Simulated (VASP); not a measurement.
# Sr2NiWO6 with r2SCAN: from relaxation to properties, part 6 of 7

Wanted: the relaxed cell of Sr2NiWO6 and its properties. The start is a cell from a database of measured crystal structures.

VASP 6.6.1, plane waves and PAW; the level of theory is named at each step.

Still holding for the runs below: The magnetic state follows from one typed start and may not be the lowest. Experiment finds antiferromagnetic order in this phase (a transition is listed at 56 K, arxiv:2303.14370), so this ferromagnetic run describes another state. The valence top and the conduction bottom belong to opposite spins.

So far, gap on the k-mesh (eV): step 3 (relaxing cell and atoms (r2SCAN)) 2.18; step 6 (density of states (r2SCAN)) 2.21; step 7 (volume scan with r2SCAN) 2.13.

## (8) Volume scan with r2SCAN (run 2)

Level of this step: r2SCAN, spin-polarised from a ferromagnetic start; plane waves and PAW (Sr_sv, Ni, W, O) (VASP).

File INCAR:

```
SYSTEM = Sr2NiWO6
PREC = Accurate
ENCUT = 520
EDIFF = 1E-06
NELM = 100
ISMEAR = 0
SIGMA = 0.05
LREAL = .FALSE.
ALGO = Normal
METAGGA = R2SCAN
LASPH = .TRUE.
NBANDS = 53
ISPIN = 2
MAGMOM = -0.002 -0.002 1.685 0.064 0.046 0.046 0.046 0.046 0.045 0.045
LMAXMIX = 4
LORBIT = 11
LWAVE = .FALSE.
LCHARG = .FALSE.
KPAR = 8
ISIF = 2
```

File POSCAR:

```
Sr2NiWO6
1.0
   -2.7375311947      2.7375337295      3.9205748370
    2.7375311947     -2.7375337295      3.9205748370
    2.7375337295      2.7375311947     -3.9205748370
Sr Ni W O
2 1 1 6
Direct
    0.7500000000      0.2500000000      0.5000000000
    0.2500000000      0.7500000000      0.5000000000
    0.0000000000      0.0000000000      0.0000000000
    0.5000000000      0.5000000000      0.0000000000
    0.2241369928      0.2914338586      0.5155708514
    0.2914338586      0.7758630072      0.0672968658
    0.7758630072      0.7085661414      0.4844291486
    0.7085661414      0.2241369928      0.9327031342
    0.2580131857      0.2580131857      0.0000000000
    0.7419868143      0.7419868143      0.0000000000
```

File KPOINTS:

```
Automatic mesh
0
Gamma
6 6 6
0 0 0
```

The projector-augmented-wave data sets are Sr_sv, Ni, W and O (PBE family, release 64).

The run is started by

```console
$ mpirun -np 8 vasp_std
```

The program printed:

```text
[... set-up lines as in an earlier step ...]
 entering main loop
       N       E                     dE             d eps       ncg     rms          rms(c)
DAV:   1     0.569055524116E+03    0.56906E+03   -0.35460E+04  7632   0.143E+03
DAV:   2    -0.110623897094E+03   -0.67968E+03   -0.62925E+03  8248   0.397E+02
DAV:   3    -0.186255838885E+03   -0.75632E+02   -0.73288E+02  9598   0.138E+02
DAV:   4    -0.190177274399E+03   -0.39214E+01   -0.38802E+01 12304   0.262E+01
DAV:   5    -0.190301929179E+03   -0.12465E+00   -0.12432E+00 10904   0.385E+00    0.661E+01
DAV:   6    -0.156679546708E+03    0.33622E+02   -0.10535E+02 10922   0.670E+01    0.389E+01
DAV:   7    -0.154858547989E+03    0.18210E+01   -0.19998E+01  9991   0.772E+01    0.223E+01
DAV:   8    -0.155462604012E+03   -0.60406E+00   -0.49093E+00 11288   0.125E+01    0.140E+01
DAV:   9    -0.155483336463E+03   -0.20732E-01   -0.42836E-01 11310   0.532E+00    0.321E+00
DAV:  10    -0.155486763777E+03   -0.34273E-02   -0.11161E-01 10938   0.358E+00    0.106E+00
DAV:  11    -0.155489481334E+03   -0.27176E-02   -0.16816E-02 11303   0.128E+00    0.470E-01
DAV:  12    -0.155489785581E+03   -0.30425E-03   -0.24376E-03 10190   0.285E-01    0.266E-01
DAV:  13    -0.155489885092E+03   -0.99511E-04   -0.50837E-04 11108   0.220E-01    0.919E-02
DAV:  14    -0.155489928629E+03   -0.43536E-04   -0.10071E-04 10391   0.647E-02    0.359E-02
DAV:  15    -0.155489931533E+03   -0.29040E-05   -0.64701E-06  9676   0.244E-02    0.976E-03
DAV:  16    -0.155489929598E+03    0.19342E-05   -0.22010E-06  7089   0.165E-02    0.577E-03
DAV:  17    -0.155489930008E+03   -0.40930E-06   -0.76322E-07  4851   0.552E-03
   1 F= -.15548993E+03 E0= -.15548993E+03  d E =-.662852E-16  mag=     2.0000
```

Elapsed: 5 min, on 8 MPI ranks of Intel Xeon Platinum 8259CL at 2.50GHz (Skylake/Cascade Lake), shared host; peak memory 4.6 GiB; 39 min of CPU time.

Parts of OUTCAR (step 8):

```text
   ENCUT  =  520.0 eV  38.22 Ry    6.18 a.u.  10.24 10.24 10.24*2*pi/ulx,y,z

   NELECT =      72.0000    total number of electrons

 E-fermi :   4.5353

 spin component 1
 k-point     1 :       0.0000    0.0000    0.0000
  band No.  band energies     occupation
    ...
     33       2.5943      1.00000
     34       2.5943      1.00000
     35       3.0488      1.00000
     36       3.0904      1.00000
     37       3.0904      1.00000
     38       7.0764      0.00000
     39       7.0764      0.00000
     40       7.1966      0.00000
     41       9.2725      0.00000
     42       9.8990      0.00000
    ...

 k-point     2 :       0.1667    0.0000    0.0000
  band No.  band energies     occupation
    ...
     33       2.7303      1.00000
     34       2.9375      1.00000
     35       2.9891      1.00000
     36       3.3262      1.00000
     37       3.4084      1.00000
     38       7.0931      0.00000
     39       7.1227      0.00000
     40       7.2244      0.00000
     41       9.6132      0.00000
     42      10.2166      0.00000
    ...

  Total        6.3193290      6.3193290      6.4404633      0.0000251     -0.0000000     -0.0000000
  in kB       86.1495970     86.1495970     87.8009872      0.0003425     -0.0000000     -0.0000000
  external PRESSURE =      86.7000604 kB  Pullay stress =       0.0000000 kB

 POSITION                                       TOTAL-FORCE (eV/Angst)
 -----------------------------------------------------------------------------------
      0.00000      2.73753      1.96029        -0.000000      0.000000     -0.000000
      2.73753     -0.00000      1.96029        -0.000000      0.000000      0.000000
      0.00000      0.00000      0.00000        -0.000000      0.000000     -0.000000
      0.00000      0.00000      3.92057        -0.000000      0.000000      0.000000
      1.59562      1.22716      0.00000        -0.381066     -0.472043      0.000000
      1.51037     -1.14191      3.92057         0.472043     -0.381066     -0.000000
      1.14191      1.51037      3.92057         0.381066      0.472043     -0.000000
      1.22717      3.87945      0.00000        -0.472043      0.381066      0.000000
      0.00000      0.00000      2.02312        -0.000000      0.000000     -0.613478
      0.00000      0.00000      5.81803        -0.000000      0.000000      0.613478
 -----------------------------------------------------------------------------------
    total drift:                                0.000000      0.000000      0.000000

  FREE ENERGIE OF THE ION-ELECTRON SYSTEM (eV)
  ---------------------------------------------------
  free  energy   TOTEN  =      -155.4899300077 eV

  energy  without entropy=     -155.4899300077  energy(sigma->0) =     -155.48993001

 magnetization (x)
# of ion       s       p       d       tot
------------------------------------------
    1       -0.000  -0.000  -0.002  -0.002
    2       -0.000  -0.000  -0.002  -0.002
    3        0.005   0.003   1.667   1.676
    4        0.013   0.025   0.027   0.066
    5        0.007   0.041   0.000   0.047
    6        0.007   0.041   0.000   0.047
    7        0.007   0.041   0.000   0.047
    8        0.007   0.041   0.000   0.047
    9        0.007   0.040   0.000   0.046
   10        0.007   0.040   0.000   0.046
--------------------------------------------------
tot          0.058   0.270   1.692   2.019

[... 3 parts as in an earlier step ...]

[... 18 further parts left out ...]
```

This step gave:

| Quantity | Value |
| --- | --- |
| free energy (TOTEN) | -155.4899 eV |
| Fermi energy | 4.535 eV |
| pressure | 8.670 GPa |
| gap on the k-mesh | 2.151 eV |
| least direct gap on the k-mesh | 2.359 eV |

Force by atom:

```
atom  x (eV/Å)  y (eV/Å)  z (eV/Å)   size
 Sr1     0.000     0.000     0.000  0.000
 Sr2     0.000     0.000     0.000  0.000
 Ni3     0.000     0.000     0.000  0.000
  W4     0.000     0.000     0.000  0.000
  O5    -0.381    -0.472     0.000  0.607
  O6     0.472    -0.381     0.000  0.607
  O7     0.381     0.472     0.000  0.607
  O8    -0.472     0.381     0.000  0.607
  O9     0.000     0.000    -0.613  0.613
 O10     0.000     0.000     0.613  0.613
```

The pressure falls from 13.79 to 8.67 GPa.

The run ends at a pressure of 8.67 GPa, with forces up to 0.61 eV/Å.

## (9) Volume scan with r2SCAN (run 3)

INCAR is that of step 8.

Changes to POSCAR since step 8:

```diff
@@ -2,5 +2,5 @@
 1.0
-   -2.7375311947      2.7375337295      3.9205748370
-    2.7375311947     -2.7375337295      3.9205748370
-    2.7375337295      2.7375311947     -3.9205748370
+   -2.7564113168      2.7564138691      3.9476141386
+    2.7564113168     -2.7564138691      3.9476141386
+    2.7564138691      2.7564113168     -3.9476141386
 Sr Ni W O
```

KPOINTS is that of step 8.

The run is started by

```console
$ mpirun -np 8 vasp_std
```

The program printed:

```text
[... set-up lines as in an earlier step ...]
 entering main loop
       N       E                     dE             d eps       ncg     rms          rms(c)
DAV:   1     0.569367617128E+03    0.56937E+03   -0.35354E+04  7632   0.143E+03
DAV:   2    -0.109242232979E+03   -0.67861E+03   -0.62716E+03  8208   0.396E+02
DAV:   3    -0.186477847145E+03   -0.77236E+02   -0.74814E+02  9612   0.139E+02
DAV:   4    -0.190426306200E+03   -0.39485E+01   -0.39049E+01 12187   0.264E+01
[...]
DAV:  15    -0.155590100135E+03   -0.46057E-05   -0.75707E-06  9868   0.254E-02    0.102E-02
DAV:  16    -0.155590098258E+03    0.18771E-05   -0.26412E-06  7554   0.185E-02    0.595E-03
DAV:  17    -0.155590098520E+03   -0.26160E-06   -0.78090E-07  4821   0.563E-03
   1 F= -.15559010E+03 E0= -.15559010E+03  d E =-.711660E-24  mag=     2.0000
```

The job ended after 5.6 min (8 MPI ranks; peak memory 4.7 GiB; 41 min of CPU time).

From OUTCAR (step 9):

```text
  Total        3.0424427      3.0424427      3.0725380      0.0000130      0.0000000      0.0000000
  in kB       40.6302831     40.6302831     41.0321908      0.0001737      0.0000000      0.0000000
  external PRESSURE =      40.7642523 kB  Pullay stress =       0.0000000 kB

 POSITION                                       TOTAL-FORCE (eV/Angst)
 -----------------------------------------------------------------------------------
      0.00000      2.75641      1.97381        -0.000000     -0.000000      0.000000
      2.75641     -0.00000      1.97381        -0.000000     -0.000000     -0.000000
      0.00000      0.00000      0.00000        -0.000000     -0.000000     -0.000000
      0.00000      0.00000      3.94761        -0.000000     -0.000000     -0.000000
      1.60662      1.23563      0.00000        -0.180733     -0.225321      0.000000
      1.52078     -1.14979      3.94761         0.225321     -0.180733     -0.000000
      1.14979      1.52078      3.94761         0.180733      0.225321     -0.000000
      1.23563      3.90620      0.00000        -0.225321      0.180733      0.000000
      0.00000      0.00000      2.03707        -0.000000     -0.000000     -0.293639
      0.00000      0.00000      5.85816        -0.000000     -0.000000      0.293639
 -----------------------------------------------------------------------------------
    total drift:                                0.000000      0.000000      0.000000

  FREE ENERGIE OF THE ION-ELECTRON SYSTEM (eV)
  ---------------------------------------------------
  free  energy   TOTEN  =      -155.5900985196 eV

  energy  without entropy=     -155.5900985196  energy(sigma->0) =     -155.59009852

 magnetization (x)
# of ion       s       p       d       tot
------------------------------------------
    1       -0.000  -0.000  -0.001  -0.002
    2       -0.000  -0.000  -0.001  -0.002
    3        0.005   0.003   1.672   1.681
    4        0.012   0.025   0.028   0.065
    5        0.007   0.040   0.000   0.046
    6        0.007   0.040   0.000   0.046
    7        0.007   0.040   0.000   0.046
    8        0.007   0.040   0.000   0.046
    9        0.007   0.039   0.000   0.046
   10        0.007   0.039   0.000   0.046
--------------------------------------------------
tot          0.057   0.265   1.697   2.018

[... 1 part as in an earlier step ...]

[... 2 further parts left out ...]
[key lines of the parts left out:]
E-fermi :   4.3418
```

The pressure falls from 8.67 to 4.08 GPa.

The run ends at a pressure of 4.08 GPa, with forces up to 0.29 eV/Å.

## (10) Volume scan with r2SCAN (run 4)

INCAR is that of step 9.

Changes to POSCAR since step 9:

```diff
@@ -2,5 +2,5 @@
 1.0
-   -2.7564113168      2.7564138691      3.9476141386
-    2.7564113168     -2.7564138691      3.9476141386
-    2.7564138691      2.7564113168     -3.9476141386
+   -2.7750362826      2.7750388521      3.9742880162
+    2.7750362826     -2.7750388521      3.9742880162
+    2.7750388521      2.7750362826     -3.9742880162
 Sr Ni W O
```

KPOINTS is that of step 9.

The run is started by

```console
$ mpirun -np 8 vasp_std
```

The program printed:

```text
[... set-up lines as in an earlier step ...]
 entering main loop
       N       E                     dE             d eps       ncg     rms          rms(c)
DAV:   1     0.564045955944E+03    0.56405E+03   -0.35355E+04  7632   0.142E+03
DAV:   2    -0.109857829637E+03   -0.67390E+03   -0.62306E+03  8236   0.393E+02
DAV:   3    -0.186683806981E+03   -0.76826E+02   -0.74476E+02  9600   0.138E+02
DAV:   4    -0.190606922422E+03   -0.39231E+01   -0.38774E+01 12139   0.263E+01
[...]
DAV:  15    -0.155623606220E+03   -0.70007E-05   -0.97336E-06 10587   0.245E-02    0.108E-02
DAV:  16    -0.155623604410E+03    0.18095E-05   -0.25595E-06  7497   0.189E-02    0.575E-03
DAV:  17    -0.155623604474E+03   -0.63596E-07   -0.96492E-07  4847   0.569E-03
   1 F= -.15562360E+03 E0= -.15562360E+03  d E =-.118381E-13  mag=     2.0000
```

Elapsed: 6.2 min, on 8 MPI ranks; peak memory 4.7 GiB; 44 min of CPU time.

From OUTCAR (step 10):

```text
  Total       -0.0117137     -0.0117137     -0.0682709     -0.0000036     -0.0000000      0.0000000
  in kB       -0.1533025     -0.1533025     -0.8934884     -0.0000470     -0.0000000      0.0000000
  external PRESSURE =      -0.4000312 kB  Pullay stress =       0.0000000 kB

 POSITION                                       TOTAL-FORCE (eV/Angst)
 -----------------------------------------------------------------------------------
      0.00000      2.77504      1.98714        -0.000000      0.000000     -0.000000
      2.77504     -0.00000      1.98714        -0.000000      0.000000     -0.000000
      0.00000      0.00000      0.00000        -0.000000      0.000000      0.000000
      0.00000      0.00000      3.97429        -0.000000      0.000000     -0.000000
      1.61748      1.24398      0.00000         0.004027      0.001990      0.000000
      1.53106     -1.15756      3.97429        -0.001990      0.004027      0.000000
      1.15756      1.53106      3.97429        -0.004027     -0.001990     -0.000000
      1.24398      3.93259      0.00000         0.001990     -0.004027     -0.000000
      0.00000      0.00000      2.05084        -0.000000      0.000000      0.001263
      0.00000      0.00000      5.89774        -0.000000      0.000000     -0.001263
 -----------------------------------------------------------------------------------
    total drift:                                0.000000      0.000000      0.000000

  FREE ENERGIE OF THE ION-ELECTRON SYSTEM (eV)
  ---------------------------------------------------
  free  energy   TOTEN  =      -155.6236044738 eV

  energy  without entropy=     -155.6236044738  energy(sigma->0) =     -155.62360447

[... 3 parts as in an earlier step ...]

[... 1 further part left out ...]
[key lines of the parts left out:]
E-fermi :   3.9869
```

The pressure falls from 4.08 to -0.04 GPa.

The run ends at a pressure of -0.04 GPa, with forces up to 0.0045 eV/Å.

## (11) Volume scan with r2SCAN (run 5)

INCAR is that of step 10.

Changes to POSCAR since step 10:

```diff
@@ -2,5 +2,5 @@
 1.0
-   -2.7750362826      2.7750388521      3.9742880162
-    2.7750362826     -2.7750388521      3.9742880162
-    2.7750388521      2.7750362826     -3.9742880162
+   -2.7934145419      2.7934171284      4.0006085714
+    2.7934145419     -2.7934171284      4.0006085714
+    2.7934171284      2.7934145419     -4.0006085714
 Sr Ni W O
```

KPOINTS is that of step 10.

The run is started by

```console
$ mpirun -np 8 vasp_std
```

The program printed:

```text
[... set-up lines as in an earlier step ...]
 entering main loop
       N       E                     dE             d eps       ncg     rms          rms(c)
DAV:   1     0.560990101588E+03    0.56099E+03   -0.35319E+04  7632   0.142E+03
DAV:   3    -0.186667600528E+03   -0.76667E+02   -0.74327E+02  9656   0.138E+02
DAV:   4    -0.190748195086E+03   -0.40806E+01   -0.40337E+01 12139   0.263E+01
DAV:   5    -0.190888592533E+03   -0.14040E+00   -0.13993E+00 11219   0.406E+00    0.586E+01
[...]
DAV:  15    -0.155597509032E+03   -0.87147E-05   -0.12749E-05 10969   0.270E-02    0.118E-02
DAV:  16    -0.155597507647E+03    0.13847E-05   -0.28098E-06  7899   0.201E-02    0.591E-03
DAV:  17    -0.155597507285E+03    0.36219E-06   -0.98735E-07  4840   0.575E-03
   1 F= -.15559751E+03 E0= -.15559751E+03  d E =-.128102E-20  mag=     2.0000
```

Run time: 6.1 min. Hardware: 8 MPI ranks; peak memory 4.8 GiB; 44 min of CPU time.

OUTCAR, selected parts (step 11):

```text
  Total       -2.8575024     -2.8575024     -2.9949571     -0.0000194      0.0000000      0.0000000
  in kB      -36.6640094    -36.6640094    -38.4276609     -0.0002492      0.0000000      0.0000000
  external PRESSURE =     -37.2518933 kB  Pullay stress =       0.0000000 kB

 POSITION                                       TOTAL-FORCE (eV/Angst)
 -----------------------------------------------------------------------------------
      0.00000      2.79342      2.00030        -0.000000     -0.000000      0.000000
      2.79342     -0.00000      2.00030        -0.000000     -0.000000      0.000000
      0.00000      0.00000      0.00000        -0.000000     -0.000000      0.000000
      0.00000      0.00000      4.00061        -0.000000     -0.000000      0.000000
      1.62819      1.25221      0.00000         0.174587      0.211526     -0.000000
      1.54120     -1.16522      4.00061        -0.211526      0.174587      0.000000
      1.16522      1.54120      4.00061        -0.174587     -0.211526      0.000000
      1.25222      3.95864      0.00000         0.211526     -0.174587      0.000000
      0.00000      0.00000      2.06442        -0.000000     -0.000000      0.273305
      0.00000      0.00000      5.93680        -0.000000     -0.000000     -0.273305
 -----------------------------------------------------------------------------------
    total drift:                                0.000000      0.000000      0.000000

  FREE ENERGIE OF THE ION-ELECTRON SYSTEM (eV)
  ---------------------------------------------------
  free  energy   TOTEN  =      -155.5975072850 eV

  energy  without entropy=     -155.5975072850  energy(sigma->0) =     -155.59750729

 magnetization (x)
# of ion       s       p       d       tot
------------------------------------------
    1       -0.000  -0.000  -0.001  -0.002
    2       -0.000  -0.000  -0.001  -0.002
    3        0.005   0.003   1.681   1.689
    4        0.012   0.023   0.028   0.063
    5        0.006   0.039   0.000   0.045
    6        0.006   0.039   0.000   0.045
    7        0.006   0.039   0.000   0.045
    8        0.006   0.039   0.000   0.045
    9        0.006   0.038   0.000   0.044
   10        0.006   0.038   0.000   0.044
--------------------------------------------------
tot          0.055   0.256   1.706   2.016

[... 1 part as in an earlier step ...]

[... 2 further parts left out ...]
[key lines of the parts left out:]
E-fermi :   3.8143
```

The pressure falls from -0.04 to -3.73 GPa.

The run ends at a pressure of -3.73 GPa, with forces up to 0.27 eV/Å.

(Part 6 of 7 ends here.)

[Lines on the potential files, build, host, timing and source positions are cut from VASP's logs without a mark.]

[Logs are printed without paths, hosts, clocks, repeated set-up lines and the standing remarks that a program may print on its own settings, such as how far it seeks lower states.]

[Hosts, paths, dates, database ids (printed as entryN), source tags and the programs' standing remarks are cut or masked in the printed files.]

[A measured line is paired with the nearest computed mode of its activity, which favours agreement.]

[In band tables of VASP the shares of atoms and orbitals are scaled to a sum of 1 inside the atoms' spheres.]
